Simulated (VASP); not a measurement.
Level of theory: PBE GGA, VASP's PBE PAW potentials (set 64) (plane waves; VASP).

A VASP calculation is set up with these files.

POSCAR:
```
Cs
1
   -3.0554900000     3.0554900000     3.0554900000
    3.0554900000    -3.0554900000     3.0554900000
    3.0554900000     3.0554900000    -3.0554900000
Cs
1
Direct
  0.0000000000   0.0000000000   0.0000000000
```

**KPOINTS**
```
K-points
0
Gamma
  3 3 3
```

### INCAR
```
ALGO  =  Normal
EDIFF  =  1E-6
ENCUT  =  300
GGA  =  PE
ISIF  =  2
ISMEAR  =  -1
LASPH  =  T
LCHARG  =  F
LMAXMIX  =  4
LREAL  =  F
LWAVE  =  F
NELM  =  100
PREC  =  Accurate
SIGMA  =  0.136
SYSTEM  =  Cs
```

POTCAR, in this order: Cs_sv (PBE.64 set). Program: vasp_std.

Gaps are read on the run's mesh, which can miss a band edge. Unless said otherwise, spin-orbit coupling is left out, though it shifts the bands of the heavy elements here.

Task: What does the run give for the energy per atom (σ→0), band gap (on the k-mesh)?

Result: 
The energy per atom (σ→0) is -89.3 kJ/mol of atoms and the band gap (on the k-mesh) is none (metal, semimetal or under 0.01 eV).

OSZICAR:
```
...
DAV:   4    -0.941146575377E+00   -0.41861E-01   -0.41860E-01   128   0.497E+00
DAV:   5    -0.941148999125E+00   -0.24237E-05   -0.24237E-05    72   0.417E-02    0.146E-01
DAV:   6    -0.941448112720E+00   -0.29911E-03   -0.15582E-03   112   0.225E-01    0.933E-02
DAV:   7    -0.942355373149E+00   -0.90726E-03   -0.37304E-03    96   0.366E-01    0.401E-02
DAV:   8    -0.942474182312E+00   -0.11881E-03   -0.15422E-04    96   0.931E-02    0.393E-03
DAV:   9    -0.942475290123E+00   -0.11078E-05   -0.17238E-06   112   0.770E-03    0.228E-03
DAV:  10    -0.942474613472E+00    0.67665E-06   -0.75243E-07   112   0.514E-03
   1 F= -.94247461E+00 E0= -.92573099E+00  d E =-.334872E-01
```

The structure is a typed Cs crystal (Im-3m). The cell was not relaxed at this level. The k-mesh is coarse (spacing up to 0.48 per Å, 2π included), so the numbers may not be converged in it. The run is one of a series of settings (KPOINTS 3×3×3 Γ-centred mesh against the base run), some of them coarse on purpose.
